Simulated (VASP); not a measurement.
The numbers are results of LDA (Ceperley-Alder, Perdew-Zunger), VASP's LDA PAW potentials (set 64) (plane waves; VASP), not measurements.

The input files of a VASP run:

**KPOINTS**
```
kpoints
0
G
  11 11 11
```

**POSCAR**
```
Li2O
1
    0.0000000000     2.2473301456     2.2473301456
    2.2473301456     0.0000000000     2.2473301456
    2.2473301456     2.2473301456     0.0000000000
Li O
2 1
Direct
  0.2500000000   0.2500000000   0.2500000000
  0.7500000000   0.7500000000   0.7500000000
  0.0000000000   0.0000000000   0.0000000000
```

### INCAR
```
! general
SYSTEM = Li2O
PREC   = Accurate
ENCUT  = 520   ! plane-wave cut-off (eV)
LREAL  = .False.
LASPH  = .True.

! electronic loop
EDIFF  = 1E-7
NELM   = 100   ! most electronic steps
ALGO   = Normal   ! blocked Davidson

! smearing
ISMEAR = -5

! ions
ISIF   = 2   ! forces and stress, cell fixed

! output
LWAVE  = .False.
LCHARG = .True.
LORBIT = 11
NEDOS  = 601   ! DOS grid
```

POTCAR, in this order: Li_sv O (LDA.64 set). Program: vasp_std.

Estimate the energy per atom (σ→0).

```json
{
 "energy per atom (σ→0)": "-506.5 kJ/mol of atoms"
}
```

### OSZICAR
```
...
DAV:   7    -0.157727033683E+02    0.52005E-01   -0.22443E-01  1276   0.413E+00    0.142E+00
DAV:   8    -0.157491304604E+02    0.23573E-01   -0.60119E-02  1328   0.275E+00    0.316E-01
DAV:   9    -0.157482836846E+02    0.84678E-03   -0.63960E-03  1514   0.769E-01    0.101E-01
DAV:  10    -0.157484037991E+02   -0.12011E-03   -0.29683E-04  1292   0.176E-01    0.528E-02
DAV:  11    -0.157483718833E+02    0.31916E-04   -0.49718E-05  1366   0.908E-02    0.881E-03
DAV:  12    -0.157483712516E+02    0.63169E-06   -0.26968E-06  1730   0.192E-02    0.101E-03
DAV:  13    -0.157483712358E+02    0.15842E-07   -0.29076E-07  1136   0.545E-03
   1 F= -.15748371E+02 E0= -.15748371E+02  d E =0.000000E+00
```

The compound is Li2O in the antifluorite structure. It was relaxed first, which changed the volume by -8 %.
